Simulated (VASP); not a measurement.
Here is the system:

```yaml
crystal:
  lattice:
    - [0.00000, 1.85960, 1.85960]
    - [1.85960, 0.00000, 1.85960]
    - [1.85960, 1.85960, 0.00000]
  atoms:
    - { symbol: Rh, position: [0.00000, 0.00000, 0.00000] }
```

Calculation: PBE GGA, VASP's PBE PAW potentials (set 64) (plane waves; VASP). Run with 300 eV cut-off, 12×12×12 Γ-centred mesh, Gaussian smearing of 0.20 eV, potentials Rh_pv.

At this cut-off the stress carries a Pulay error, which pulls relaxed volumes low.

Task: Give the stress tensor in GPa (positive for a compressed cell).

Result: 
```
27.87   0.00   0.00
 0.00  27.87   0.00
 0.00   0.00  27.87
```
The pressure is its mean diagonal, 27.87 GPa.

The structure comes from a computed database's Rh entry; how it stands against other phases isn't given here. The cell was not relaxed at this level.
